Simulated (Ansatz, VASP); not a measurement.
# Cross-check of AlNi between VASP and Ansatz, part 2 of 2

Aim: how closely do two programs agree when they are given the same cell, functional and k mesh? The cell is taken from a series of runs on this material, whose earlier steps may have relaxed, scaled, displaced or heated it; both programs get it as it stands.

VASP 6.6.1 and Ansatz 0.2.0.

So far: The starting structure; Ansatz: zone-centre phonons, PBEsol.

## Step 3: VASP: zone-centre phonons, PBEsol

Level of this step: PBEsol, no spin polarisation; plane waves and PAW (Al, Ni) (VASP).

The same cell, functional, mesh and smearing now go to VASP, with its own data sets.

Lines of VASP's logs that name or quote its potential files are left out, and so is its time.

Input file INCAR:

```
SYSTEM = AlNi
PREC = Accurate
ENCUT = 600
EDIFF = 1E-08
NELM = 120
ISMEAR = 1
SIGMA = 0.2
LREAL = .FALSE.
ALGO = Normal
GGA = PS
NBANDS = 12
LASPH = .TRUE.
LORBIT = 11
LWAVE = .FALSE.
LCHARG = .FALSE.
ISIF = 2
IBRION = 8
GGA_COMPAT = .FALSE.
KPAR = 2
```

Input file POSCAR:

```
AlNi
1.0
    2.8290503523     -0.0245460478      0.0000000000
   -0.0245460478      2.8290503523      0.0000000000
    0.0000000000      0.0000000000      2.9058343716
Al Ni
1 1
Direct
    0.0000000000      0.0000000000      0.0000000000
    0.5000000000      0.5000000000      0.5000000000
```

Input file KPOINTS:

```
Automatic mesh
0
Gamma
16 16 16
0 0 0
```

PAW data sets: Al and Ni (PBE family, release 64).

Launch:

```console
mpirun -np 2 vasp_std
```

Numbers of over 12 decimals in the logs are rounded to 6 here.

The log of the run:

```text
[banner, memory and clock lines left out]
running    2 mpi-ranks, on    1 nodes
 distrk:  each k-point on    1 cores,    2 groups
 distr:  one band on    1 cores,    1 groups

 POSCAR found type information on POSCAR AlNi
 POSCAR found :  2 types and       2 ions
|                                                                             |
|               ----> ADVICE to this user running VASP <----                  |
|                                                                             |
|     You enforced a specific xc type in the INCAR file but a different       |
|     [... a line on the potential file left out ...]
|     I HOPE YOU KNOW WHAT YOU ARE DOING!                                     |
|                                                                             |

 LDA part: xc-table for (Slater+PW92), standard interpolation
 POSCAR, INCAR and KPOINTS ok, starting setup
 FFT: planning ... GRIDC
 FFT: planning ... GRID_SOFT
 FFT: planning ... GRID
 WAVECAR not read
 entering main loop
       N       E                     dE             d eps       ncg     rms          rms(c)
DAV:   1     0.436976225221E+02    0.43698E+02   -0.61156E+03 15948   0.128E+03
DAV:   2    -0.114289939094E+02   -0.55127E+02   -0.50900E+02 16188   0.207E+02
DAV:   3    -0.132075203225E+02   -0.17785E+01   -0.17575E+01 19132   0.433E+01
DAV:   4    -0.132327587816E+02   -0.25238E-01   -0.25229E-01 17564   0.466E+00
DAV:   5    -0.132334965836E+02   -0.73780E-03   -0.73778E-03 19084   0.883E-01    0.129E+01
DAV:   6    -0.151997549405E+02   -0.19663E+01   -0.54219E+01 17540   0.118E+02    0.161E+01
DAV:   7    -0.116099149030E+02    0.35898E+01   -0.15641E+01 17660   0.696E+01    0.113E+00
DAV:   8    -0.115951654850E+02    0.14749E-01   -0.36506E-01 19232   0.713E+00    0.101E+00
DAV:   9    -0.115803950270E+02    0.14770E-01   -0.47752E-02 19088   0.317E+00    0.215E-01
DAV:  10    -0.115798780257E+02    0.51700E-03   -0.20328E-03 19496   0.679E-01    0.783E-02
DAV:  11    -0.115798806821E+02   -0.26564E-05   -0.62127E-05 18980   0.703E-02    0.256E-02
DAV:  12    -0.115798792349E+02    0.14472E-05   -0.62470E-06 21256   0.415E-02    0.385E-03
DAV:  13    -0.115798788724E+02    0.36249E-06   -0.18606E-07 22660   0.425E-03    0.152E-03
DAV:  14    -0.115798788645E+02    0.79363E-08   -0.27218E-08 11584   0.189E-03
   1 F= -.11579879E+02 E0= -.11580049E+02  d E =0.511888E-03
 Linear response reoptimize wavefunctions to high precision
DAV:   1    -0.115798788866E+02   -0.22164E-07   -0.67306E-09 17936   0.134E-03
DAV:   2    -0.115798788866E+02   -0.15916E-11   -0.62270E-11  9160   0.779E-05
 Linear response DOF=           4
 Linear response progress:
  Degree of freedom:   1/  4
       N       E                     dE             d eps       ncg     rms          rms(c)
RMM:   1    -0.566186533365E-02   -0.56619E-02    0.16340E-03 63182   0.624E-01
RMM:   2    -0.536052719228E-02    0.30134E-03   -0.14454E-04 42868   0.223E-01    0.576E-02
RMM:   3    -0.535529487631E-02    0.52323E-05   -0.94657E-05 45940   0.778E-02    0.291E-02
RMM:   4    -0.542773755914E-02   -0.72443E-04   -0.38924E-05 45812   0.477E-02    0.586E-03
RMM:   5    -0.543360723981E-02   -0.58697E-05   -0.21032E-06 46866   0.113E-02    0.189E-03
RMM:   6    -0.543444980077E-02   -0.84256E-06   -0.56122E-08 43725   0.360E-03    0.105E-03
RMM:   7    -0.543445005279E-02   -0.25202E-09   -0.27265E-08 42821   0.197E-03    0.578E-04
 first order change of Fermi-energy  -0.27108E-03
 force on displaced ion       1 direction 1 :  -6.391  -0.493   0.000
 Linear response progress:
  Degree of freedom:   2/  4
       N       E                     dE             d eps       ncg     rms          rms(c)
RMM:   1    -0.610575507169E-02   -0.61058E-02    0.44358E-03 35302   0.672E-01
RMM:   2    -0.582064173977E-02    0.28511E-03   -0.76626E-05 23852   0.241E-01    0.620E-02
RMM:   3    -0.581209333848E-02    0.85484E-05   -0.11818E-04 25706   0.869E-02    0.304E-02
RMM:   4    -0.588929937925E-02   -0.77206E-04   -0.47012E-05 25680   0.520E-02    0.621E-03
RMM:   5    -0.589531346325E-02   -0.60141E-05   -0.27884E-06 26002   0.124E-02    0.158E-03
RMM:   6    -0.589576098903E-02   -0.44753E-06   -0.12974E-07 26759   0.248E-03    0.754E-04
RMM:   7    -0.589570697814E-02    0.54011E-07   -0.10562E-08 25755   0.873E-04    0.676E-04
RMM:   8    -0.589567584627E-02    0.31132E-07   -0.26714E-09 26826   0.343E-04    0.227E-04
RMM:   9    -0.589590563141E-02   -0.22979E-06   -0.17013E-10 27555   0.101E-04    0.173E-05
RMM:  10    -0.589587965154E-02    0.25980E-07   -0.12024E-10 27669   0.331E-05    0.105E-05
RMM:  11    -0.589589318737E-02   -0.13536E-07   -0.44782E-11 27700   0.150E-05    0.295E-06
RMM:  12    -0.589589260451E-02    0.58286E-09   -0.10142E-10 26425   0.737E-06    0.535E-07
 first order change of Fermi-energy  -0.61151E-04
 force on displaced ion       1 direction 3 :  -0.000  -0.000  -6.523
 Linear response progress:
  Degree of freedom:   3/  4
       N       E                     dE             d eps       ncg     rms          rms(c)
RMM:   1    -0.185938702363E+00   -0.18594E+00   -0.98078E-02 41376   0.267E+00
RMM:   2    -0.184629401551E+00    0.13093E-02   -0.16830E-03 41881   0.498E-01    0.131E-01
RMM:   3    -0.184613678867E+00    0.15723E-04   -0.12399E-04 44689   0.966E-02    0.778E-02
RMM:   4    -0.185024042576E+00   -0.41036E-03   -0.19711E-04 47999   0.110E-01    0.573E-03
RMM:   5    -0.185005131168E+00    0.18911E-04   -0.35827E-06 49314   0.203E-02    0.383E-03
RMM:   6    -0.184997945789E+00    0.71854E-05   -0.24440E-07 44847   0.579E-03    0.273E-03
RMM:   7    -0.184985007627E+00    0.12938E-04   -0.93421E-08 46091   0.338E-03    0.484E-04
RMM:   8    -0.184978984810E+00    0.60228E-05   -0.11626E-08 50937   0.899E-04    0.813E-05
RMM:   9    -0.184978585477E+00    0.39933E-06   -0.20672E-09 51513   0.262E-04    0.270E-05
RMM:  10    -0.184978431436E+00    0.15404E-06   -0.18199E-09 52161   0.975E-05    0.150E-05
RMM:  11    -0.184978294304E+00    0.13713E-06   -0.18439E-09 51959   0.481E-05    0.199E-06
RMM:  12    -0.184978326818E+00   -0.32514E-07   -0.19491E-09 51999   0.333E-05    0.918E-07
RMM:  13    -0.184978329689E+00   -0.28706E-08   -0.17435E-09 46748   0.283E-05    0.363E-07
 first order change of Fermi-energy   0.11068E-02
 force on displaced ion       2 direction 1 :  -6.411  -0.485   0.000
 Linear response progress:
  Degree of freedom:   4/  4
       N       E                     dE             d eps       ncg     rms          rms(c)
RMM:   1    -0.187116825243E+00   -0.18712E+00   -0.99628E-02 23288   0.266E+00
RMM:   2    -0.185590887541E+00    0.15259E-02   -0.16532E-03 23354   0.503E-01    0.134E-01
RMM:   3    -0.185615673462E+00   -0.24786E-04   -0.12857E-04 24960   0.970E-02    0.790E-02
RMM:   4    -0.186076157180E+00   -0.46048E-03   -0.18439E-04 26885   0.106E-01    0.584E-03
RMM:   5    -0.186056797205E+00    0.19360E-04   -0.38544E-06 27301   0.221E-02    0.489E-03
RMM:   6    -0.186049019375E+00    0.77778E-05   -0.43449E-07 24330   0.875E-03    0.252E-03
RMM:   7    -0.186034461184E+00    0.14558E-04   -0.18056E-07 28034   0.342E-03    0.463E-04
RMM:   8    -0.186029934305E+00    0.45269E-05   -0.62043E-09 28229   0.842E-04    0.113E-04
RMM:   9    -0.186029087062E+00    0.84724E-06   -0.33669E-09 27674   0.244E-04    0.308E-05
RMM:  10    -0.186028702459E+00    0.38460E-06   -0.20789E-09 28457   0.101E-04    0.165E-05
RMM:  11    -0.186028765955E+00   -0.63495E-07   -0.23768E-09 28281   0.596E-05    0.221E-06
RMM:  12    -0.186028771045E+00   -0.50905E-08   -0.22380E-09 29491   0.351E-05    0.165E-06
 first order change of Fermi-energy   0.25157E-02
 force on displaced ion       2 direction 3 :   0.000   0.000  -6.555
 Linear response finished
```

Parts of OUTCAR (step 3):

```text
ion  position               nearest neighbor table
   1  0.000  0.000  0.000-   2 2.46   2 2.46   2 2.46   2 2.46   2 2.49   2 2.49   2 2.49   2 2.49

  LATTYP: Found a base centered orthorhombic cell.
 ALAT       =     3.9661680232
 B/A-ratio  =     1.0175047318
 C/A-ratio  =     0.7326553879

 Subroutine GETGRP returns: Found  8 space group operations
 (whereof  8 operations were pure point group operations)

The static configuration has the point symmetry D_2h.

 Found    657 irreducible k-points:

   k-points           NKPTS =    657   k-points in BZ     NKDIM =    657   number of bands    NBANDS=     12

   dimension x,y,z NGX =    24 NGY =   24 NGZ =   24
   dimension x,y,z NGXF=    48 NGYF=   48 NGZF=   48

   ENCUT  =  600.0 eV  44.10 Ry    6.64 a.u.   5.65  5.65  5.80*2*pi/ulx,y,z

   NELECT =      13.0000    total number of electrons

 k-points in reciprocal lattice and weights: Automatic mesh
   0.00000000  0.00000000  0.00000000       0.000
   0.06250000 -0.00000000  0.00000000       0.001
   0.12500000 -0.00000000  0.00000000       0.001
   0.18750000 -0.00000000  0.00000000       0.001
   0.25000000 -0.00000000  0.00000000       0.001
   0.31250000 -0.00000000  0.00000000       0.001
   0.37500000 -0.00000000  0.00000000       0.001
   0.43750000 -0.00000000  0.00000000       0.001
   0.50000000 -0.00000000  0.00000000       0.000
[...]
-0.43750000  0.43750000  0.50000000       0.000
   0.50000000  0.50000000  0.50000000       0.000

 average (electrostatic) potential at core
       1 -69.3973       2 -81.0180

  Total        0.3428221      0.3428221      0.0163407      0.3183169      0.0000000      0.0000000
  in kB       23.6189118     23.6189118      1.1258042     21.9306160      0.0000000      0.0000000
  external PRESSURE =      16.1212092 kB  Pullay stress =       0.0000000 kB

  energy-cutoff  :      600.00
  volume of cell :       23.26
      direct lattice vectors                 reciprocal lattice vectors
     2.829050352 -0.024546048  0.000000000     0.353502116  0.003067135  0.000000000
    -0.024546048  2.829050352  0.000000000     0.003067135  0.353502116  0.000000000
     0.000000000  0.000000000  2.905834372     0.000000000  0.000000000  0.344135237

 POSITION                                       TOTAL-FORCE (eV/Angst)
 -----------------------------------------------------------------------------------
      0.00000      0.00000      0.00000        -0.000000      0.000000      0.000000
      1.40225      1.40225      1.45292         0.000000      0.000000      0.000000
 -----------------------------------------------------------------------------------
    total drift:                                0.000000      0.000000     -0.000000

 Eigenvectors and eigenvalues of the dynamical matrix
 ----------------------------------------------------

   1 f  =    9.543076 THz    59.960918 2PiTHz  318.322766 cm-1    39.466975 meV
             X         Y         Z           dx          dy          dz
      0.000000  0.000000  0.000000    -0.585107   -0.585107    0.000000
      1.402252  1.402252  1.452917     0.397051    0.397051   -0.000000

   2 f  =    9.294025 THz    58.396083 2PiTHz  310.015314 cm-1    38.436983 meV
             X         Y         Z           dx          dy          dz
      0.000000  0.000000  0.000000     0.000000    0.000000    0.827039
      1.402252  1.402252  1.452917    -0.000000   -0.000000   -0.562145

   3 f  =    8.837673 THz    55.528738 2PiTHz  294.793044 cm-1    36.549663 meV
             X         Y         Z           dx          dy          dz
      0.000000  0.000000  0.000000    -0.584825    0.584825   -0.000000
      1.402252  1.402252  1.452917     0.397467   -0.397467    0.000000

   4 f/i=    0.003716 THz     0.023350 2PiTHz    0.123961 cm-1     0.015369 meV
             X         Y         Z           dx          dy          dz
      0.000000  0.000000  0.000000    -0.397051   -0.397051    0.000000
      1.402252  1.402252  1.452917    -0.585107   -0.585107    0.000000

   5 f/i=    0.009729 THz     0.061130 2PiTHz    0.324527 cm-1     0.040236 meV
             X         Y         Z           dx          dy          dz
      0.000000  0.000000  0.000000    -0.397467    0.397467   -0.000000
      1.402252  1.402252  1.452917    -0.584825    0.584825   -0.000000

   6 f/i=    0.010695 THz     0.067196 2PiTHz    0.356733 cm-1     0.044229 meV
             X         Y         Z           dx          dy          dz
      0.000000  0.000000  0.000000    -0.000000    0.000000    0.562145
      1.402252  1.402252  1.452917    -0.000000    0.000000    0.827039

 ELASTIC MODULI CONTR FROM IONIC RELAXATION (kBar)
 Direction    XX          YY          ZZ          XY          YZ          ZX
 --------------------------------------------------------------------------------
 XX           0.0000      0.0000      0.0000      0.0000      0.0000      0.0000
 YY           0.0000      0.0000      0.0000      0.0000      0.0000      0.0000
 ZZ           0.0000      0.0000      0.0000      0.0000      0.0000      0.0000
 XY           0.0000      0.0000      0.0000      0.0000      0.0000      0.0000
 YZ           0.0000      0.0000      0.0000      0.0000      0.0000      0.0000
 ZX           0.0000      0.0000      0.0000      0.0000      0.0000      0.0000
 --------------------------------------------------------------------------------
```

## Step 4: Side by side

Known differences besides the potentials themselves: the data sets hold 21 valence electrons in Ansatz (on its PAW soft_1 files) and 13 in VASP; the cutoff is 420 eV in Ansatz and 600 eV in VASP; Ansatz makes its cores anew for this functional, VASP keeps those of its PBE data sets. Total energies have different zeros and are not compared.

The two programs side by side:

| quantity | Ansatz | VASP | difference |
| --- | --- | --- | --- |
| optical mode 1 (cm⁻¹) | 293.8 | 294.8 | -0.35 % |
| optical mode 2 (cm⁻¹) | 308.4 | 310.0 | -0.52 % |
| optical mode 3 (cm⁻¹) | 317.2 | 318.3 | -0.36 % |

Modes are paired by rising frequency, not by their patterns, so a pair may set unlike modes beside each other; they are those without the splitting of longitudinal modes.

## Step 5: Results

| Quantity | Value |
| --- | --- |
| r.m.s. difference of the optical zone-centre modes, each program's sorted by frequency (zone-centre phonons, PBEsol) | 1.3 cm⁻¹ |
| difference in optical mode 2 (zone-centre phonons, PBEsol) | -0.5 % |

What this shows: The r.m.s. difference of the optical zone-centre modes, each program's sorted by frequency is 1.3 cm⁻¹ (zone-centre phonons, PBEsol). The data sets hold unlike numbers of valence electrons (21 in Ansatz and 13 in VASP), so part of the differences comes from the potentials. Among the rows given in per cent, the largest difference of the zone-centre phonons, PBEsol pair is in optical mode 2, -0.5 %. Such differences can come from data sets, numerical settings and the points named under the comparisons, not from the functional's error against experiment.

[Lines on the potential files, build, host, timing and source positions are cut from VASP's logs without a mark.]

[Logs are printed without paths, hosts, clocks, repeated set-up lines and the standing remarks that a program may print on its own settings, such as how far it seeks lower states.]

[Hosts, paths, dates, database ids (printed as entryN), source tags and the programs' standing remarks are cut or masked in the printed files.]
